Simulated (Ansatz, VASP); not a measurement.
# Na2CaMg2TiAl4FeSi16O45 in two plane-wave programs, part 2 of 2

Wanted: the spread between two codes on one cell, functional and k mesh. The structure shown is frame 37 of Ansatz's trajectory.

VASP 6.6.1 and Ansatz 0.2.0.

So far: The structure; Ansatz: dynamics, PBE.

**3. VASP: single point, PBE**

Level of this step: PBE, spin-polarised from a ferromagnetic start; plane waves and PAW (Si, Al, Fe, Mg, Ca_sv, Na_pv, Ti_sv, O) (VASP).

The same cell, functional, mesh and smearing now go to VASP, with its own data sets.

Lines of VASP's logs that name or quote its potential files are left out, and so is its time.

Contents of INCAR:

```
SYSTEM = Na2CaMg2TiAl4FeSi16O45
PREC = Accurate
ENCUT = 520
EDIFF = 1E-06
NELM = 200
ISMEAR = 0
SIGMA = 0.025
LREAL = Auto
ALGO = Normal
GGA = PE
NBANDS = 248
ISPIN = 2
MAGMOM = 0 -0 0 0 -0 -0 0 -0 0 0 0 0 0 -0 0 0 -0 0 -0 0 3.17 0 0 0 -0 -0 -0 -0 0 -0 0 0 0 0.02 -0 0 -0 0 0 0.11 -0 0 0 -0 -0 0.06 0 0 0 0 0 0.06 0 0 0 0 0 0 0 0 0 0 0 0 0 0 0 -0 0 0 0 -0
LASPH = .TRUE.
LMAXMIX = 4
LORBIT = 11
LWAVE = .FALSE.
LCHARG = .FALSE.
ISIF = 2
GGA_COMPAT = .FALSE.
NCORE = 2
```

Contents of POSCAR:

```
Na2CaMg2TiAl4FeSi16O45
1.0
    9.7734500000      0.0000000000      0.0000000000
    0.0000000000      9.7734500000      0.0000000000
    0.0000000000      0.0000000000      9.7734500000
Si Al Fe Mg Ca Na Ti O
16 4 1 2 1 2 1 45
Direct
    0.1295039111      0.3311113271      0.2576162972
    0.8264021405      0.6000030695      0.5500309512
    0.5007239000      0.9771575032      0.6885388476
    0.7879203352      0.0008543554      0.3937708793
    0.0142835948      0.6357734475      0.2888642189
    0.5934956438      0.5022893656      0.1413011782
    0.8995288255      0.7396466959      0.9935335015
    0.5429914718      0.4734868445      0.4493397930
    0.7267955533      0.0462989016      0.9626181134
    0.5709856806      0.1596365664      0.4513963851
    0.8971550476      0.0686246924      0.6860729834
    0.3331883828      0.4001555234      0.0430349569
    0.6562677458      0.7352777167      0.7874292087
    0.2493592334      0.8459141859      0.1627163387
    0.8054883383      0.3598933846      0.7524466795
    0.3953772721      0.5696555464      0.6959262082
    0.1996838373      0.6818165540      0.9135054663
    0.1074134517      0.0313502397      0.3694601190
    0.8591848324      0.3297198021      0.0577278238
    0.6019471118      0.8256245236      0.1811949721
    0.1829139147      0.8883556983      0.6551115522
    0.9847290363      0.0362921998      0.0987880431
    0.3956637625      0.9222945838      0.4242309522
    0.4319559623      0.1249609913      0.1235490027
    0.0727583402      0.4700591910      0.7743427347
    0.1818600392      0.1925420399      0.6798929754
    0.4821327167      0.2566442761      0.8242329986
    0.9264384634      0.6751454195      0.4414817695
    0.2429848211      0.5273061202      0.0015398861
    0.5049087068      0.4801068200      0.2815587126
    0.8741744215      0.9056781382      0.9992019195
    0.3654185574      0.4136410377      0.7454788227
    0.0720728095      0.4818462263      0.3116402089
    0.2521218198      0.6602172211      0.7261918770
    0.6976451509      0.5445569374      0.4472320419
    0.0310535174      0.2895599814      0.1280714589
    0.4986877715      0.4369593132      0.0152760796
    0.8561971464      0.9788662141      0.5478925047
    0.7254551873      0.4025804603      0.1419764771
    0.1943633006      0.9245251165      0.4709800531
    0.8774179026      0.4768531071      0.6433756759
    0.6079122521      0.8984544864      0.7914912339
    0.2854570290      0.3547058613      0.1993666515
    0.8914968614      0.3861481872      0.8887445068
    0.5178826310      0.3128373297      0.4941755470
    0.0462170472      0.0186014151      0.7165535200
    0.4093743765      0.0968849280      0.7499910472
    0.7941105751      0.0506985762      0.8028689971
    0.6403163673      0.3460906845      0.7468601159
    0.0275951685      0.6845791404      0.9051153891
    0.6276187017      0.9584844656      0.0755413902
    0.4042175486      0.8760673048      0.6115138462
    0.6061216868      0.0784165264      0.5947643872
    0.3147302130      0.2612997457      0.9556195612
    0.4542101305      0.0974169817      0.3549002655
    0.8994776665      0.2355872287      0.6648931544
    0.5884309021      0.1545104339      0.9447840834
    0.7226414419      0.1686814789      0.3888596146
    0.1230681080      0.2111332232      0.3754764183
    0.5941607109      0.6631844436      0.1076794786
    0.4437736930      0.5747509835      0.5334554328
    0.1526380142      0.7353288757      0.2675309128
    0.7612664924      0.6942277292      0.9148560641
    0.9174856371      0.6549478434      0.1462636019
    0.9320454906      0.0005883286      0.2964050566
    0.6751351877      0.8852247671      0.3369434539
    0.1868122311      0.0016217405      0.1832515642
    0.7442100793      0.7226107465      0.6423422640
    0.5155293167      0.6465168390      0.7985716405
    0.4078293745      0.8503036287      0.2292946708
    0.2675513764      0.8342806276      0.9909653193
    0.8287963820      0.1485657572      0.0449687674
```

Contents of KPOINTS:

```
Automatic mesh
0
Gamma
1 1 1
0 0 0
```

PAW data sets: Si, Al, Fe, Mg, Ca_sv, Na_pv, Ti_sv and O (PBE family, release 64).

Command:

```bash
$ mpirun -np 8 vasp_gam
```

Numbers of over 12 decimals in the logs are rounded to 6 here.

The program printed:

```text
[banner, memory and clock lines left out]
running    8 mpi-ranks, on    1 nodes
[...]
LDA part: xc-table for (Slater+PW92), standard interpolation
 POSCAR, INCAR and KPOINTS ok, starting setup
[...]
entering main loop
       N       E                     dE             d eps       ncg     rms          rms(c)
DAV:   1     0.455422258577E+04    0.45542E+04   -0.22240E+05   992   0.164E+03
DAV:   2    -0.375625467824E+01   -0.45580E+04   -0.42907E+04  1192   0.430E+02
DAV:   3    -0.588708386348E+03   -0.58495E+03   -0.57408E+03  1128   0.172E+02
DAV:   4    -0.618510761361E+03   -0.29802E+02   -0.29450E+02  1272   0.425E+01
[...]
DAV:  23    -0.534476397408E+03    0.11503E-04   -0.50275E-05  1384   0.319E-02    0.144E-02
DAV:  24    -0.534476397030E+03    0.37728E-06   -0.20234E-05  1392   0.145E-02    0.102E-02
DAV:  25    -0.534476396886E+03    0.14439E-06   -0.68889E-06  1184   0.738E-03
   1 F= -.53447640E+03 E0= -.53447640E+03  d E =-.316946E-56  mag=     4.0000
```

From OUTCAR (step 3):

```text
  Total       -6.7871553      2.6163696     -1.7922556      3.7434249      6.5182737      8.2259152
  in kB      -11.6480890      4.4902032     -3.0758620      6.4244510     11.1866355     14.1172832
  external PRESSURE =      -3.4112493 kB  Pullay stress =       0.0000000 kB

 POSITION                                       TOTAL-FORCE (eV/Angst)
 -----------------------------------------------------------------------------------
      1.26570      3.23610      2.51780        -1.331988      0.087004     -0.201887
      8.07680      5.86410      5.37570        -3.967096      1.714687     -1.441387
      4.89380      9.55020      6.72940         3.046744      0.562704      0.197395
      7.70070      0.00835      3.84850         0.918991      0.470329     -0.630297
      0.13960      6.21370      2.82320        -0.342719      0.834699      0.173896
      5.80050      4.90910      1.38100         0.299480      0.105327      0.100257
      8.79150      7.22890      9.71025        -0.641041     -0.230409      0.421655
      5.30690      4.62760      4.39160         1.186350     -0.272171     -2.476736
      7.10330      0.45250      9.40810        -0.237074     -1.017881     -0.081630
[...]
8.36800      9.56690      5.35480        -0.313123      0.402923     -0.913801
      7.09020      3.93460      1.38760         0.104482      0.881275      0.163517
      1.89960      9.03580      4.60310         0.284092      0.255591     -0.415582
      8.57540      4.66050      6.28800         0.031172      0.149854      0.946840
[...]
-----------------------------------------------------------------------------------
    total drift:                                0.008376     -0.014268      0.019103

  FREE ENERGIE OF THE ION-ELECTRON SYSTEM (eV)
  ---------------------------------------------------
  free  energy   TOTEN  =      -534.4763968861 eV

  energy  without entropy=     -534.4763968861  energy(sigma->0) =     -534.47639689

 magnetization (x)
# of ion       s       p       d       tot
------------------------------------------
    1        0.000   0.000   0.000   0.000
    2       -0.000   0.000   0.000  -0.000
    3        0.001   0.002   0.000   0.002
    4       -0.000   0.000   0.000   0.000
    5       -0.000   0.000   0.000   0.000
    6       -0.000  -0.000   0.000  -0.000
    7       -0.000  -0.000   0.000  -0.000
    8       -0.000   0.000   0.000  -0.000
    9        0.000   0.000   0.000   0.000
   10       -0.000   0.000   0.000   0.000
   11        0.002   0.004   0.000   0.005
   12       -0.000  -0.000   0.000  -0.000
   13       -0.000   0.000   0.000  -0.000
[...]
--------------------------------------------------
tot          0.036   0.310   3.454   3.800

[... 3 further parts left out ...]
[key lines of the parts left out:]
E-fermi :   3.9638
```

The cell holds one magnetic atom, so no antiferromagnetic order fits into it.

**4. Side by side**

Known differences besides the potentials themselves: VASP starts from the moments at which Ansatz ended; the data sets hold 422 valence electrons in Ansatz (on its default PAW (the set named soft_2) files) and 394 in VASP; the cutoff is 420 eV in Ansatz and 520 eV in VASP (PREC = Accurate, projectors in real space). Total energies have different zeros and are not compared.

Forces on 10 of the 72 atoms, those with the largest forces and the largest differences (eV/Å; atoms numbered as in POSCAR):

```
atom         Ansatz x, y, z           VASP x, y, z
 Si2  -3.966, 1.678, -1.423  -3.967, 1.715, -1.441
 Si3    2.991, 0.563, 0.172    3.047, 0.563, 0.197
Si15  1.181, -1.410, -2.731  1.216, -1.399, -2.791
Al18  -1.824, 1.074, -2.544  -1.846, 1.094, -2.565
Ti27   -0.133, 0.988, 0.621   -0.180, 1.058, 0.615
 O29  -1.032, 1.686, -0.967  -1.060, 1.762, -0.994
 O46   3.008, -1.174, 0.717   3.037, -1.185, 0.745
 O48  -2.176, -0.208, 3.334  -2.204, -0.212, 3.381
 O58  1.403, -2.257, -1.153  1.460, -2.242, -1.181
 O67   -0.887, 0.077, 0.732   -0.948, 0.137, 0.727
```

The forces differ by 27 meV/Å r.m.s., which is 2.6 % of the r.m.s. force of 1.028 eV/Å (both taken over all components). Moments aren't recorded for both runs of this pair, so they may hold unlike magnetic states.

**5. Results**

| Property | Result |
| --- | --- |
| r.m.s. force difference (single point, PBE) | 2.6 % of the r.m.s. force |

The r.m.s. force difference is 2.6 % of the r.m.s. force (single point, PBE), within the 3 % picked in this series as the mark of a large difference. The data sets hold unlike numbers of valence electrons (422 in Ansatz and 394 in VASP), so part of the differences comes from the potentials. 2 further runs of this series are not shown here. How closely two codes agree says nothing of how well the functional describes the real material.

[Lines on the potential files, build, host, timing and source positions are cut from VASP's logs without a mark.]

[Logs are printed without paths, hosts, clocks, repeated set-up lines and the standing remarks that a program may print on its own settings, such as how far it seeks lower states.]

[Hosts, paths, dates, database ids (printed as entryN), source tags and the programs' standing remarks are cut or masked in the printed files.]
